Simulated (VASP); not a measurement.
All values below come from r2SCAN meta-GGA, VASP's PBE PAW potentials (set 64) (plane waves; VASP).

VASP ran on this input.

File POSCAR:
```
MgZn3S4
1.0
  6.2763828978   0.0000000000  -0.0001397408
  0.0000000000   3.8386638737   0.0000000000
 -0.0053872053   0.0000000000   6.6556189623
Mg Zn S
1 3 4
Cartesian
  3.1368224823   0.0000000000   4.4356508496
  3.1347099747   1.9193319368   1.1095762465
  6.2677045497   1.9193319368   5.5672642435
  6.2666890499   0.0000000000   2.1959523412
  0.7015829099   0.0000000000   4.4281677898
  0.7968287568   1.9193319368   1.1135115398
  3.9543213882   1.9193319368   5.6174109996
  3.9390377535   0.0000000000   2.1536479886
```

**INCAR**
```
SYSTEM  =  MgZn3S4
PREC  =  Accurate; ENCUT  =  400; LREAL  =  F
LASPH  =  T
EDIFF  =  1E-6; NELM  =  100; ALGO  =  Normal
LMAXMIX  =  4; LMIXTAU  =  T
ISMEAR  =  0; SIGMA  =  0.05
METAGGA  =  R2SCAN
IBRION  =  2; NSW  =  60; ISIF  =  3
EDIFFG  =  -0.02
LWAVE  =  F; LCHARG  =  F
```

**KPOINTS**
```
Automatic
0
Gamma
 3 5 3
```

POTCAR, in this order: Mg Zn S (PBE.64 set). Program: vasp_std.

The resulting files:

### OSZICAR
```
       N       E                     dE             d eps       ncg     rms          rms(c)
DAV:   1     0.385196209669E+03    0.38520E+03   -0.24930E+04  1110   0.159E+03
DAV:   2    -0.283174229815E+02   -0.41351E+03   -0.39972E+03  1168   0.373E+02
DAV:   3    -0.810637223538E+02   -0.52746E+02   -0.52159E+02  1269   0.135E+02
DAV:   4    -0.828736652807E+02   -0.18099E+01   -0.18060E+01  1362   0.258E+01
DAV:   5    -0.829020897426E+02   -0.28424E-01   -0.28416E-01  1357   0.326E+00    0.135E+01
DAV:   6    -0.755808072987E+02    0.73213E+01   -0.67694E+00  1426   0.588E+01    0.124E+01
DAV:   7    -0.706461711847E+02    0.49346E+01   -0.26997E+00  1210   0.131E+01    0.632E+00
DAV:   8    -0.732920735307E+02   -0.26459E+01   -0.19218E+00  1170   0.813E+00    0.257E+00
DAV:   9    -0.718126533929E+02    0.14794E+01   -0.64792E-01  1140   0.580E+00    0.129E+00
DAV:  10    -0.719089732330E+02   -0.96320E-01   -0.12027E-01  1170   0.309E+00    0.491E-01
DAV:  11    -0.719161740380E+02   -0.72008E-02   -0.21566E-02  1210   0.196E+00    0.243E-01
DAV:  12    -0.719284140535E+02   -0.12240E-01   -0.82139E-03  1221   0.681E-01    0.138E-01
DAV:  13    -0.719230775033E+02    0.53366E-02   -0.22401E-03  1220   0.408E-01    0.475E-02
DAV:  14    -0.719286975560E+02   -0.56201E-02   -0.17957E-03  1155   0.374E-01    0.293E-02
DAV:  15    -0.719291582765E+02   -0.46072E-03   -0.53579E-04  1235   0.194E-01    0.262E-02
DAV:  16    -0.719291885171E+02   -0.30241E-04   -0.50910E-05  1455   0.671E-02    0.120E-02
DAV:  17    -0.719292094829E+02   -0.20966E-04   -0.15633E-05  1220   0.470E-02    0.113E-02
DAV:  18    -0.719291966343E+02    0.12849E-04   -0.26254E-06   885   0.173E-02    0.406E-03
DAV:  19    -0.719292300699E+02   -0.33436E-04   -0.13346E-05  1175   0.268E-02    0.175E-03
DAV:  20    -0.719292312978E+02   -0.12280E-05   -0.11700E-06   890   0.907E-03    0.112E-03
DAV:  21    -0.719292312347E+02    0.63173E-07   -0.11219E-07   670   0.349E-03
   1 F= -.71929231E+02 E0= -.71929231E+02  d E =-.719292E+02
       N       E                     dE             d eps       ncg     rms          rms(c)
DAV:   1    -0.720531660040E+02   -0.12393E+00   -0.19992E+00  1351   0.206E+01    0.262E+00
DAV:   2    -0.719467245852E+02    0.10644E+00   -0.43501E-01  1310   0.117E+01    0.108E+00
DAV:   3    -0.719345667751E+02    0.12158E-01   -0.24923E-02  1298   0.116E+00    0.536E-01
DAV:   4    -0.719309533993E+02    0.36134E-02   -0.11105E-02  1130   0.696E-01    0.238E-01
DAV:   5    -0.719292694808E+02    0.16839E-02   -0.72528E-03  1130   0.780E-01    0.131E-01
DAV:   6    -0.719328061598E+02   -0.35367E-02   -0.25814E-03  1125   0.569E-01    0.560E-02
DAV:   7    -0.719328147878E+02   -0.86281E-05   -0.34547E-04  1240   0.189E-01    0.293E-02
DAV:   8    -0.719329080917E+02   -0.93304E-04   -0.90155E-05  1160   0.971E-02    0.152E-02
DAV:   9    -0.719329148484E+02   -0.67567E-05   -0.20642E-05  1262   0.472E-02    0.410E-03
DAV:  10    -0.719329220238E+02   -0.71754E-05   -0.47673E-06   966   0.278E-02    0.189E-03
DAV:  11    -0.719329234353E+02   -0.14115E-05   -0.12529E-06   865   0.113E-02    0.155E-03
DAV:  12    -0.719329231368E+02    0.29847E-06   -0.13062E-07   655   0.420E-03
   2 F= -.71932923E+02 E0= -.71932923E+02  d E =-.369190E-02
       N       E                     dE             d eps       ncg     rms          rms(c)
DAV:   1    -0.719455423203E+02   -0.12619E-01   -0.19918E-01  1358   0.634E+00    0.840E-01
DAV:   2    -0.719353004919E+02    0.10242E-01   -0.45964E-02  1305   0.417E+00    0.343E-01
DAV:   3    -0.719340817388E+02    0.12188E-02   -0.24952E-03  1235   0.309E-01    0.166E-01
DAV:   4    -0.719336756815E+02    0.40606E-03   -0.10478E-03  1120   0.222E-01    0.829E-02
DAV:   5    -0.719334630531E+02    0.21263E-03   -0.62771E-04  1110   0.250E-01    0.444E-02
DAV:   6    -0.719337366881E+02   -0.27364E-03   -0.25163E-04  1110   0.181E-01    0.163E-02
DAV:   7    -0.719337350430E+02    0.16452E-05   -0.43587E-05  1205   0.610E-02    0.104E-02
DAV:   8    -0.719337520853E+02   -0.17042E-04   -0.11750E-05  1180   0.340E-02    0.548E-03
DAV:   9    -0.719337556041E+02   -0.35189E-05   -0.28469E-06   999   0.170E-02    0.154E-03
DAV:  10    -0.719337542252E+02    0.13790E-05   -0.45031E-07   685   0.942E-03    0.740E-04
DAV:  11    -0.719337544271E+02   -0.20193E-06   -0.10439E-07   615   0.354E-03
   3 F= -.71933754E+02 E0= -.71933754E+02  d E =-.452319E-02
       N       E                     dE             d eps       ncg     rms          rms(c)
DAV:   1    -0.719343946019E+02   -0.64038E-03   -0.98619E-03  1353   0.142E+00    0.186E-01
DAV:   2    -0.719337587222E+02    0.63588E-03   -0.22372E-03  1310   0.893E-01    0.762E-02
DAV:   3    -0.719337088644E+02    0.49858E-04   -0.12104E-04  1235   0.716E-02    0.372E-02
DAV:   4    -0.719337030731E+02    0.57913E-05   -0.52553E-05  1130   0.491E-02    0.179E-02
DAV:   5    -0.719337083885E+02   -0.53155E-05   -0.32626E-05  1120   0.555E-02    0.961E-03
DAV:   6    -0.719337253840E+02   -0.16995E-04   -0.12368E-05  1120   0.402E-02    0.373E-03
DAV:   7    -0.719337262087E+02   -0.82471E-06   -0.18367E-06   864   0.131E-02
   4 F= -.71933726E+02 E0= -.71933726E+02  d E =-.449497E-02
       N       E                     dE             d eps       ncg     rms          rms(c)
DAV:   1    -0.719339047959E+02   -0.17941E-03   -0.23201E-02  1110   0.854E-01    0.917E-02
DAV:   2    -0.719339664005E+02   -0.61605E-04   -0.11465E-03  1471   0.297E-01    0.318E-02
DAV:   3    -0.719339661032E+02    0.29726E-06   -0.64750E-05  1399   0.569E-02    0.268E-02
DAV:   4    -0.719339517201E+02    0.14383E-04   -0.18320E-05  1282   0.315E-02    0.102E-02
DAV:   5    -0.719339467872E+02    0.49329E-05   -0.64957E-06  1196   0.278E-02    0.283E-03
DAV:   6    -0.719339466861E+02    0.10108E-06   -0.24030E-06   957   0.148E-02
   5 F= -.71933947E+02 E0= -.71933947E+02  d E =-.220477E-03
       N       E                     dE             d eps       ncg     rms          rms(c)
DAV:   1    -0.719339643378E+02   -0.17551E-04   -0.25875E-02  1110   0.903E-01    0.981E-02
DAV:   2    -0.719340321503E+02   -0.67812E-04   -0.12813E-03  1471   0.314E-01    0.327E-02
DAV:   3    -0.719340316938E+02    0.45640E-06   -0.72790E-05  1404   0.600E-02    0.277E-02
DAV:   4    -0.719340160039E+02    0.15690E-04   -0.20671E-05  1290   0.332E-02    0.106E-02
DAV:   5    -0.719340106560E+02    0.53479E-05   -0.74633E-06  1204   0.279E-02    0.305E-03
DAV:   6    -0.719340106873E+02   -0.31316E-07   -0.29273E-06   989   0.159E-02
   6 F= -.71934011E+02 E0= -.71934011E+02  d E =-.284479E-03
```

**OUTCAR**
```
------------------------ aborting loop because EDIFF is reached ----------------------------------------
  FORCE on cell =-STRESS in cart. coord.  units (eV):
  Direction    XX          YY          ZZ          XY          YZ          ZX
  --------------------------------------------------------------------------------------
  Total        0.0238877      0.0220026     -0.0109991      0.0000000      0.0000000      0.0066184
  in kB        0.2361245      0.2174912     -0.1087238      0.0000000      0.0000000      0.0654209
  external PRESSURE =       0.1149640 kB  Pullay stress =       0.0000000 kB
  volume of cell :      162.09
      direct lattice vectors                 reciprocal lattice vectors
     6.300712666  0.000000000 -0.000092895     0.158712207  0.000000000  0.000127294
     0.000000000  3.850418524  0.000000000     0.000000000  0.259712027  0.000000000
    -0.005358503  0.000000000  6.681073568     0.000002207  0.000000000  0.149676545
 POSITION                                       TOTAL-FORCE (eV/Angst)
 -----------------------------------------------------------------------------------
      3.15119      0.00000      4.45300         0.009201      0.000000      0.000134
      3.14217      1.92521      1.11462        -0.005962      0.000000     -0.005774
      6.29164      1.92521      5.58886        -0.005223      0.000000     -0.008867
      6.29065      0.00000      2.20316        -0.003236      0.000000      0.010583
      0.71205      0.00000      4.44573         0.011292      0.000000     -0.000010
      0.80042      1.92521      1.11821        -0.014315      0.000000     -0.002624
      3.96616      1.92521      5.63229         0.007544      0.000000      0.013903
      3.95293      0.00000      2.16735         0.000699      0.000000     -0.007345
 -----------------------------------------------------------------------------------
    total drift:                               -0.137492     -0.000000     -0.018037
  FREE ENERGIE OF THE ION-ELECTRON SYSTEM (eV)
  ---------------------------------------------------
  free  energy   TOTEN  =       -71.9340106873 eV

  energy  without entropy=      -71.9340106873  energy(sigma->0) =      -71.93401069

 reached required accuracy - stopping structural energy minimisation
```
(Selected blocks of OUTCAR.)

### CONTCAR
```
MgZn3S4
   1.00000000000000
     6.3007126658692449    0.0000000000000000   -0.0000928953594252
     0.0000000000000000    3.8504185239595801    0.0000000000000000
    -0.0053585027641106    0.0000000000000000    6.6810735676855666
  Mg              Zn              S
     1     3     4
Direct
     0.5006983794224626    0.0000000000000000    0.6665163578024121
     0.4988425149986277    0.5000000000000000    0.1668390911598970
     0.9992717127855634    0.5000000000000000    0.8365357896963048
     0.9986836927726295    0.0000000000000000    0.3297751382974606
     0.1135765496930464    0.0000000000000000    0.6654223397177309
     0.1271787198439970    0.5000000000000000    0.1673712661847208
     0.6301944684053560    0.5000000000000000    0.8430298341969868
     0.6276539621783249    0.0000000000000000    0.3244101829444838
```

The structure comes from a computed database's MgZn3S4 entry (Pm); how it stands against other phases isn't given here. This run relaxes it. Symmetry was kept, so distortions that lower it aren't found. The start is the result of an earlier pass.
